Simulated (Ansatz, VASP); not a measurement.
# HfB2 in two plane-wave programs

One calculation is typed for both programs; each brings its own data sets. How far apart do they land? The cell is taken from a series of runs on this material, whose earlier steps may have relaxed, scaled, displaced or heated it; both programs get it as it stands.

Main program and level: Ansatz 0.2.0; plane waves, with VASP 6.6.1 beside it; zone-centre phonons at PBEsol.

### Step 1. Set-up

It takes space group P6/mmm (No. 191, hexagonal). The conventional cell has a = 3.033 Å, b = 3.033 Å, c = 3.505 Å, α = 90.00°, β = 90.00°, γ = 120.00°. Nearest to B lie 3 B at 1.75 Å and 6 Hf at 2.48 Å. Hf has 12 B at 2.48 Å nearest. Farther neighbours are not listed.

Coordinates:

```xyz
3
Lattice="3.0333 0.0000 0.0000 -1.5167 2.6270 0.0000 0.0000 0.0000 3.5053" Properties=species:S:1:pos:R:3 pbc="T T T"
B     0.0000    1.7513    1.7526
B     1.5167    0.8757    1.7526
Hf    0.0000    0.0000    0.0000
```

### Step 2. VASP: zone-centre phonons, PBEsol

Second derivatives magnify differences that forces hide, and they need a tight electronic threshold.

Lines of VASP's logs that name or quote its potential files are left out, and so is its time.

INCAR reads:

```
SYSTEM = HfB2
PREC = Accurate
ENCUT = 500
EDIFF = 1E-08
NELM = 120
ISMEAR = 1
SIGMA = 0.2
LREAL = .FALSE.
ALGO = Normal
GGA = PS
NBANDS = 14
LASPH = .TRUE.
LORBIT = 11
LWAVE = .FALSE.
LCHARG = .FALSE.
ISIF = 2
IBRION = 8
GGA_COMPAT = .FALSE.
KPAR = 2
```

POSCAR reads:

```
HfB2
1.0
    3.0333417333      0.0000000000      0.0000000000
   -1.5166708667      2.6269509994      0.0000000000
    0.0000000000      0.0000000000      3.5052897155
B Hf
2 1
Direct
    0.3333333333      0.6666666667      0.5000000000
    0.6666666667      0.3333333333      0.5000000000
    0.0000000000      0.0000000000      0.0000000000
```

KPOINTS reads:

```
Automatic mesh
0
Gamma
15 15 12
0 0 0
```

The projector-augmented-wave data sets are B and Hf_pv (PBE family, release 64).

Started as:

```
$ mpirun -np 2 vasp_std
```

Numbers of over 12 decimals in the logs are rounded to 6 here.

What it wrote:

```text
[banner, memory and clock lines left out]
running    2 mpi-ranks, on    1 nodes
 distrk:  each k-point on    1 cores,    2 groups
 distr:  one band on    1 cores,    1 groups

 POSCAR found type information on POSCAR B Hf
 POSCAR found :  2 types and       3 ions
|                                                                             |
|               ----> ADVICE to this user running VASP <----                  |
|                                                                             |
|     You enforced a specific xc type in the INCAR file but a different       |
|     [... a line on the potential file left out ...]
|     I HOPE YOU KNOW WHAT YOU ARE DOING!                                     |
|                                                                             |

 LDA part: xc-table for (Slater+PW92), standard interpolation
 POSCAR, INCAR and KPOINTS ok, starting setup
 FFT: planning ... GRIDC
 FFT: planning ... GRID_SOFT
 FFT: planning ... GRID
 WAVECAR not read
 entering main loop
       N       E                     dE             d eps       ncg     rms          rms(c)
DAV:   1     0.268820606553E+02    0.26882E+02   -0.80549E+03  5292   0.107E+03
DAV:   2    -0.286974909825E+02   -0.55580E+02   -0.52189E+02  6740   0.226E+02
DAV:   3    -0.302240605735E+02   -0.15266E+01   -0.15185E+01  7206   0.281E+01
DAV:   4    -0.302306861592E+02   -0.66256E-02   -0.66250E-02  5916   0.222E+00
DAV:   5    -0.302307227142E+02   -0.36555E-04   -0.36555E-04  7176   0.146E-01    0.572E+01
DAV:   6    -0.278807261261E+02    0.23500E+01   -0.33898E+00  6330   0.133E+01    0.421E+01
DAV:   7    -0.278352382721E+02    0.45488E-01   -0.11623E+00  6768   0.779E+00    0.119E+01
DAV:   8    -0.277642640782E+02    0.70974E-01   -0.30905E-01  6320   0.427E+00    0.169E+00
DAV:   9    -0.277589356417E+02    0.53284E-02   -0.28216E-02  6210   0.136E+00    0.548E-01
DAV:  10    -0.277584642428E+02    0.47140E-03   -0.14114E-03  6534   0.327E-01    0.269E-01
DAV:  11    -0.277584750700E+02   -0.10827E-04   -0.93792E-05  6360   0.762E-02    0.102E-01
DAV:  12    -0.277584724717E+02    0.25983E-05   -0.44100E-06  6576   0.157E-02    0.788E-03
DAV:  13    -0.277584725289E+02   -0.57207E-07   -0.37902E-07  6372   0.515E-03    0.163E-03
DAV:  14    -0.277584725420E+02   -0.13102E-07   -0.35644E-08  6120   0.160E-03    0.633E-04
DAV:  15    -0.277584725617E+02   -0.19711E-07   -0.29121E-09  2838   0.453E-04    0.126E-03
DAV:  16    -0.277584725577E+02    0.40645E-08   -0.27528E-10  2742   0.147E-04
   1 F= -.27758473E+02 E0= -.27758734E+02  d E =0.784290E-03
 Linear response reoptimize wavefunctions to high precision
DAV:   1    -0.277584725544E+02    0.32624E-08   -0.17750E-10  3030   0.118E-04
DAV:   2    -0.277584725544E+02    0.10004E-10   -0.21463E-11  2700   0.439E-05
 Linear response DOF=           4
 Linear response progress:
  Degree of freedom:   1/  4
       N       E                     dE             d eps       ncg     rms          rms(c)
RMM:   1    -0.461207943640E-01   -0.46121E-01    0.20407E-02 53203   0.115E+00
RMM:   2    -0.445976917342E-01    0.15231E-02   -0.11941E-03 37431   0.202E-01    0.271E-01
RMM:   3    -0.444252678640E-01    0.17242E-03   -0.55732E-04 33421   0.120E-01    0.144E-01
RMM:   4    -0.449541912360E-01   -0.52892E-03   -0.53911E-04 33547   0.113E-01    0.201E-02
RMM:   5    -0.449249404176E-01    0.29251E-04   -0.15556E-05 37079   0.221E-02    0.619E-03
RMM:   6    -0.449227269431E-01    0.22135E-05   -0.76773E-07 39470   0.419E-03    0.217E-03
RMM:   7    -0.449194728561E-01    0.32541E-05   -0.66825E-08 39681   0.151E-03    0.118E-03
RMM:   8    -0.449206221531E-01   -0.11493E-05   -0.32369E-09 41296   0.348E-04    0.357E-04
RMM:   9    -0.449209372536E-01   -0.31510E-06   -0.53529E-09 41769   0.885E-05    0.148E-04
RMM:  10    -0.449208812896E-01    0.55964E-07   -0.44052E-09 39405   0.400E-05    0.508E-05
RMM:  11    -0.449209490689E-01   -0.67779E-07   -0.20007E-09 40693   0.146E-05    0.103E-05
RMM:  12    -0.449209540756E-01   -0.50066E-08   -0.51562E-10 39558   0.437E-06    0.149E-05
 first order change of Fermi-energy   0.10742E-04
 force on displaced ion       1 direction 1 : -21.344  -0.001   0.000
 Linear response progress:
  Degree of freedom:   2/  4
       N       E                     dE             d eps       ncg     rms          rms(c)
RMM:   1    -0.465041422820E-01   -0.46504E-01    0.51223E-02 18290   0.134E+00
RMM:   2    -0.464427323273E-01    0.61410E-04   -0.11832E-03 13379   0.210E-01    0.498E-01
RMM:   3    -0.462095100490E-01    0.23322E-03   -0.93793E-04 12217   0.154E-01    0.233E-01
RMM:   4    -0.466141980280E-01   -0.40469E-03   -0.41302E-04 13245   0.962E-02    0.360E-02
RMM:   5    -0.466587622740E-01   -0.44564E-04   -0.22689E-05 13457   0.301E-02    0.985E-03
RMM:   6    -0.466532914280E-01    0.54708E-05   -0.12093E-06 13659   0.683E-03    0.338E-03
RMM:   7    -0.466420169476E-01    0.11274E-04   -0.19445E-07 12931   0.244E-03    0.528E-04
RMM:   8    -0.466412563838E-01    0.76056E-06   -0.55739E-09 14367   0.593E-04    0.174E-04
RMM:   9    -0.466412948451E-01   -0.38461E-07    0.53924E-09 14707   0.101E-04    0.159E-04
RMM:  10    -0.466413307117E-01   -0.35867E-07   -0.88095E-10 15242   0.228E-05    0.837E-05
RMM:  11    -0.466414200422E-01   -0.89331E-07    0.22229E-10 13633   0.201E-05    0.110E-05
RMM:  12    -0.466414091883E-01    0.10854E-07    0.13757E-09 13943   0.494E-06    0.526E-06
RMM:  13    -0.466414088857E-01    0.30251E-09    0.28382E-10 10838   0.199E-06    0.156E-06
 first order change of Fermi-energy  -0.49458E-04
 force on displaced ion       1 direction 3 :   0.000  -0.000 -11.143
 Linear response progress:
  Degree of freedom:   3/  4
       N       E                     dE             d eps       ncg     rms          rms(c)
RMM:   1    -0.202086838670E+00   -0.20209E+00    0.46826E+00 13886   0.124E+01
RMM:   2    -0.199656477220E+00    0.24304E-02   -0.31577E-02 19231   0.122E+00    0.505E-01
RMM:   3    -0.198923427629E+00    0.73305E-03   -0.10213E-03 25105   0.164E-01    0.221E-01
RMM:   4    -0.198442597057E+00    0.48083E-03   -0.71536E-05 26572   0.526E-02    0.143E-01
RMM:   5    -0.197947113136E+00    0.49548E-03   -0.31548E-05 26650   0.395E-02    0.128E-02
RMM:   6    -0.197943689313E+00    0.34238E-05   -0.26046E-06 25749   0.111E-02    0.342E-03
RMM:   7    -0.197959065154E+00   -0.15376E-04   -0.23852E-07 28132   0.250E-03    0.387E-03
RMM:   8    -0.197960360815E+00   -0.12957E-05   -0.17451E-06 27369   0.545E-04    0.515E-04
RMM:   9    -0.197959945340E+00    0.41548E-06   -0.10927E-06 27738   0.244E-04    0.449E-04
RMM:  10    -0.197960381130E+00   -0.43579E-06   -0.66698E-07 27371   0.844E-05    0.113E-05
RMM:  11    -0.197960366675E+00    0.14455E-07   -0.29983E-07 28234   0.333E-05    0.428E-05
RMM:  12    -0.197960400622E+00   -0.33947E-07   -0.14355E-07 27628   0.170E-05    0.893E-06
RMM:  13    -0.197960401469E+00   -0.84734E-09   -0.69593E-08 21541   0.934E-06    0.388E-06
 first order change of Fermi-energy   0.41742E-04
 force on displaced ion       3 direction 1 : -15.291   0.000   0.000
 Linear response progress:
  Degree of freedom:   4/  4
       N       E                     dE             d eps       ncg     rms          rms(c)
RMM:   1    -0.232035832672E+00   -0.23204E+00    0.44742E+00  6015   0.126E+01
RMM:   2    -0.229481032905E+00    0.25548E-02   -0.37905E-02  8093   0.132E+00    0.911E-01
RMM:   3    -0.228994734549E+00    0.48630E-03   -0.20649E-03 10575   0.215E-01    0.464E-01
RMM:   4    -0.228624607108E+00    0.37013E-03   -0.24945E-04 10223   0.812E-02    0.160E-01
RMM:   5    -0.228413982122E+00    0.21062E-03   -0.22075E-05 10796   0.307E-02    0.246E-02
RMM:   6    -0.228360651470E+00    0.53331E-04   -0.28785E-06 10536   0.958E-03    0.567E-03
RMM:   7    -0.228369002624E+00   -0.83512E-05    0.45922E-06 11221   0.360E-03    0.444E-03
RMM:   8    -0.228363578742E+00    0.54239E-05    0.17906E-05 11184   0.124E-03    0.178E-03
RMM:   9    -0.228361645178E+00    0.19336E-05    0.92594E-06 12051   0.411E-04    0.304E-04
RMM:  10    -0.228361624139E+00    0.21039E-07    0.39893E-06 12272   0.130E-04    0.377E-05
RMM:  11    -0.228361594977E+00    0.29163E-07    0.19008E-06 12060   0.532E-05    0.244E-05
RMM:  12    -0.228361548088E+00    0.46889E-07    0.96680E-07 12046   0.285E-05    0.107E-05
RMM:  13    -0.228361567891E+00   -0.19803E-07    0.50678E-07 10924   0.173E-05    0.560E-06
RMM:  14    -0.228361557728E+00    0.10163E-07    0.27742E-07  8921   0.975E-06    0.171E-06
RMM:  15    -0.228361553515E+00    0.42129E-08    0.14192E-07  8282   0.690E-06    0.745E-07
RMM:  16    -0.228361551892E+00    0.16226E-08    0.76266E-08  6725   0.524E-06    0.604E-07
 first order change of Fermi-energy  -0.28309E-03
 force on displaced ion       3 direction 3 :  -0.000   0.000 -17.215
 Linear response finished
```

From OUTCAR (step 2):

```text
ion  position               nearest neighbor table
   1  0.333  0.667  0.500-   2 1.75   2 1.75   2 1.75   3 2.48   3 2.48   3 2.48   3 2.48   3 2.48
                             3 2.48
   2  0.667  0.333  0.500-   1 1.75   1 1.75   1 1.75   3 2.48   3 2.48   3 2.48   3 2.48   3 2.48
                             3 2.48
   3  0.000  0.000  0.000-   1 2.48   2 2.48   1 2.48   2 2.48   2 2.48   2 2.48   1 2.48   1 2.48
                             2 2.48   2 2.48   1 2.48   1 2.48

  LATTYP: Found a hexagonal cell.
 ALAT       =     3.0333417333
 C/A-ratio  =     1.1555868160

 Subroutine GETGRP returns: Found 24 space group operations
 (whereof 24 operations were pure point group operations)

The static configuration has the point symmetry D_6h.

 Found    189 irreducible k-points:

   k-points           NKPTS =    189   k-points in BZ     NKDIM =    189   number of bands    NBANDS=     14

   dimension x,y,z NGX =    24 NGY =   24 NGZ =   28
   dimension x,y,z NGXF=    48 NGYF=   48 NGZF=   56

   ENCUT  =  500.0 eV  36.75 Ry    6.06 a.u.   5.53  5.53  6.39*2*pi/ulx,y,z

   NELECT =      16.0000    total number of electrons

 k-points in reciprocal lattice and weights: Automatic mesh
   0.00000000  0.00000000  0.00000000       0.000
   0.06666667  0.00000000  0.00000000       0.002
   0.13333333 -0.00000000  0.00000000       0.002
   0.20000000  0.00000000  0.00000000       0.002
   0.26666667 -0.00000000  0.00000000       0.002
   0.33333333  0.00000000  0.00000000       0.002
   0.40000000 -0.00000000  0.00000000       0.002
   0.46666667 -0.00000000  0.00000000       0.002
   0.06666667  0.06666667  0.00000000       0.002
[...]
0.33333333  0.26666667  0.50000000       0.004
   0.33333333  0.33333333  0.50000000       0.001

 average (electrostatic) potential at core
       1 -24.4480       2 -24.4480       3 -33.4254

  Total        3.6033179      3.6033179      0.0513008     -0.0000000     -0.0000000      0.0000000
  in kB      206.6883182    206.6883182      2.9426452     -0.0000000     -0.0000000      0.0000000
  external PRESSURE =     138.7730939 kB  Pullay stress =       0.0000000 kB

  energy-cutoff  :      500.00
  volume of cell :       27.93
      direct lattice vectors                 reciprocal lattice vectors
     3.033341733  0.000000000  0.000000000     0.329669417  0.190334727  0.000000000
    -1.516670867  2.626950999  0.000000000     0.000000000  0.380669453  0.000000000
     0.000000000  0.000000000  3.505289716     0.000000000  0.000000000  0.285283124

 POSITION                                       TOTAL-FORCE (eV/Angst)
 -----------------------------------------------------------------------------------
     -0.00000      1.75130      1.75264         0.000000      0.000000      0.000000
      1.51667      0.87565      1.75264         0.000000      0.000000     -0.000000
      0.00000      0.00000      0.00000        -0.000000      0.000000     -0.000000
 -----------------------------------------------------------------------------------
    total drift:                               -0.000000      0.000000      0.000000

 Eigenvectors and eigenvalues of the dynamical matrix
 ----------------------------------------------------

   1 f  =   28.145625 THz   176.844177 2PiTHz  938.836989 cm-1   116.400899 meV
             X         Y         Z           dx          dy          dz
     -0.000000  1.751301  1.752645     0.486440   -0.513202   -0.000000
      1.516671  0.875650  1.752645    -0.486440    0.513202    0.000000
      0.000000  0.000000  0.000000     0.000000   -0.000000    0.000000

   2 f  =   28.145625 THz   176.844177 2PiTHz  938.836989 cm-1   116.400899 meV
             X         Y         Z           dx          dy          dz
     -0.000000  1.751301  1.752645    -0.513202   -0.486440    0.000000
      1.516671  0.875650  1.752645     0.513202    0.486440   -0.000000
      0.000000  0.000000  0.000000    -0.000000   -0.000000    0.000000

   3 f  =   17.585051 THz   110.490136 2PiTHz  586.574173 cm-1    72.725896 meV
             X         Y         Z           dx          dy          dz
     -0.000000  1.751301  1.752645     0.000000   -0.000000   -0.707107
      1.516671  0.875650  1.752645     0.000000   -0.000000    0.707107
      0.000000  0.000000  0.000000    -0.000000    0.000000    0.000000

   4 f  =   14.770404 THz    92.805184 2PiTHz  492.687639 cm-1    61.085454 meV
             X         Y         Z           dx          dy          dz
     -0.000000  1.751301  1.752645    -0.000000   -0.000000   -0.667816
      1.516671  0.875650  1.752645     0.000000   -0.000000   -0.667816
      0.000000  0.000000  0.000000     0.000000   -0.000000    0.328699

   5 f  =   13.920602 THz    87.465720 2PiTHz  464.341289 cm-1    57.570957 meV
             X         Y         Z           dx          dy          dz
     -0.000000  1.751301  1.752645     0.459415   -0.484680    0.000000
      1.516671  0.875650  1.752645     0.459415   -0.484680   -0.000000
      0.000000  0.000000  0.000000    -0.226127    0.238563   -0.000000

   6 f  =   13.920602 THz    87.465720 2PiTHz  464.341289 cm-1    57.570957 meV
             X         Y         Z           dx          dy          dz
     -0.000000  1.751301  1.752645     0.484680    0.459415   -0.000000
      1.516671  0.875650  1.752645     0.484680    0.459415   -0.000000
      0.000000  0.000000  0.000000    -0.238563   -0.226127    0.000000

   7 f/i=    0.000084 THz     0.000527 2PiTHz    0.002798 cm-1     0.000347 meV
             X         Y         Z           dx          dy          dz
     -0.000000  1.751301  1.752645     0.166819   -0.161847   -0.000000
      1.516671  0.875650  1.752645     0.166819   -0.161847   -0.000000
      0.000000  0.000000  0.000000     0.677841   -0.657636   -0.000001

   8 f/i=    0.000084 THz     0.000527 2PiTHz    0.002798 cm-1     0.000347 meV
             X         Y         Z           dx          dy          dz
     -0.000000  1.751301  1.752645    -0.161847   -0.166819   -0.000000
      1.516671  0.875650  1.752645    -0.161847   -0.166819   -0.000000
      0.000000  0.000000  0.000000    -0.657636   -0.677841   -0.000001

   9 f/i=    0.000147 THz     0.000925 2PiTHz    0.004910 cm-1     0.000609 meV
             X         Y         Z           dx          dy          dz
     -0.000000  1.751301  1.752645    -0.000000   -0.000000    0.232426
      1.516671  0.875650  1.752645    -0.000000   -0.000000    0.232426
      0.000000  0.000000  0.000000    -0.000000   -0.000001    0.944435

 ELASTIC MODULI CONTR FROM IONIC RELAXATION (kBar)
 Direction    XX          YY          ZZ          XY          YZ          ZX
 --------------------------------------------------------------------------------
 XX         -12.9357     12.9357     -0.0000      0.0000      0.0000      0.0000
 YY          12.9357    -12.9357      0.0000      0.0000     -0.0000     -0.0000
 ZZ          -0.0000      0.0000     -0.0000     -0.0000      0.0000      0.0000
 XY           0.0000      0.0000     -0.0000    -12.9357     -0.0000     -0.0000
 YZ           0.0000     -0.0000      0.0000     -0.0000     -0.0000     -0.0000
 ZX           0.0000     -0.0000      0.0000     -0.0000     -0.0000     -0.0000
 --------------------------------------------------------------------------------
```

Harder data sets than Hf_pv exist (the GW ones), and pressures, volumes and forces can shift noticeably with them. The PAW data sets were made with PBE, which is usual practice but a small mismatch for other functionals.

(Part 1 of 2 ends here.)

[Lines on the potential files, build, host, timing and source positions are cut from VASP's logs without a mark.]

[Logs are printed without paths, hosts, clocks, repeated set-up lines and the standing remarks that a program may print on its own settings, such as how far it seeks lower states.]

[Hosts, paths, dates, database ids (printed as entryN), source tags and the programs' standing remarks are cut or masked in the printed files.]
